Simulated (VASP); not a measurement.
An input for Ansatz (written as the equivalent of a VASP run, and not itself run):

Ansatz 0.2 input:
```yaml
crystal:
  lattice:
    - [-1.5462135, 1.5462135, 3.8103529]
    - [1.5462135, -1.5462135, 3.8103529]
    - [1.5462135, 1.5462135, -3.8103529]
  atoms:
    - { symbol: Si, position: [0.6658600, 0.6658600, 0.0000000] }
    - { symbol: Si, position: [0.3341400, 0.3341400, 0.0000000] }
    - { symbol: Mo, position: [0.0000000, 0.0000000, 0.0000000] }
kpoints:
  mp_grid: { grid: [14, 14, 14] }
hamiltonian:
  xc: lda
  pseudopotentials: { kind: paw }
scf:
  occupations: { method: methfessel_paxton, width: 0.1 }
  max_iter: 100
relax:
  max_steps: 40
  f_tol: 0.02
  cell: { p_target: 20 }
output: { forces: true, stress: true, eigenvalues: true }
```

Write the VASP files for the same calculation (LDA).

Several could match; the one computed here: 
File KPOINTS:
```
Automatic
0
G
14 14 14
```

INCAR:
```
ALGO=Normal
EDIFF=1E-6
EDIFFG=-0.02
ENCUT=500
IBRION=2
ISIF=3
ISMEAR=1
LASPH=.True.
LCHARG=.False.
LMAXMIX=4
LREAL=.False.
LWAVE=.False.
NELM=100
NSW=40
PREC=Accurate
PSTRESS=200
SIGMA=0.1
SYSTEM=MoSi2
```

POSCAR:
```
MoSi2
1.0
 -1.5462134886   1.5462134886   3.8103529487
  1.5462134886  -1.5462134886   3.8103529487
  1.5462134886   1.5462134886  -3.8103529487
Si Mo
2 1
Cart
  0.0000000000  -0.0000000000   5.0743232212
 -0.0000000000   0.0000000000   2.5463826762
  0.0000000000   0.0000000000   0.0000000000
```

POTCAR, in this order: Si Mo_sv (LDA.64 set). Program: vasp_std.

What does not carry over: each code has its own PAW files, so the cut-off isn't converted (ENCUT is set for VASP's; basis.ecutwfc is left out, and Ansatz then takes the one that its files recommend); Ansatz stops its SCF on the density residual and VASP on the energy change (EDIFF); Ansatz's lda is the Perdew-Wang form, while the LDA potentials of VASP carry Perdew-Zunger's.

The compound is MoSi2 in the MoSi2 type structure. It was relaxed first under an external pressure of 20 GPa.
